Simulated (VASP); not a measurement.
Calculation: PBEsol GGA, VASP's PBE PAW potentials (set 64) (plane waves; VASP).

The input files of a VASP run:

**INCAR**
```
IBRION = 2
NSW = 40
LASPH = T   # aspherical one-centre terms
ALGO = Normal
SYSTEM = BBi
PSTRESS = 50
NELM = 100   # most electronic steps
GGA = PS   # PBEsol
LCHARG = F
EDIFFG = -0.02   # ionic stop
SIGMA = 0.05   # width (eV)
LREAL = F
LWAVE = F
EDIFF = 1E-6   # SCF stop (eV)
PREC = Accurate
ENCUT = 620
ISIF = 3
ISMEAR = 0   # Gaussian
LMAXMIX = 4   # l cut-off of mixed one-centre charges
```

POSCAR:
```
BBi
1
    0.0000000000     2.7269603413     2.7269603413
    2.7269603413     0.0000000000     2.7269603413
    2.7269603413     2.7269603413     0.0000000000
B Bi
1 1
Direct
  0.0000000000   0.0000000000   0.0000000000
  0.2500000000   0.2500000000   0.2500000000
```

File KPOINTS:
```
Automatic mesh
0
Gamma
8 8 8
0 0 0
```

POTCAR, in this order: B Bi_d (PBE.64 set). Program: vasp_std.

Problem. What will the output report for the number of irreducible k-points (NKPTS), largest plane-wave count, number of space-group operations, FFT grid (NGX, NGY, NGZ)?

Solution. 
```yaml
number of irreducible k-points (NKPTS): 29
largest_plane_wave_count: 1433
number_of_space_group_operations: 24
FFT grid (NGX, NGY, NGZ): 32 × 32 × 32
```

The structure was generated: BBi was put into the zinc blende type (F-43m), which need not be its known phase. This run relaxes it under an external pressure of 5 GPa. Symmetry was kept, so distortions that lower it aren't found.
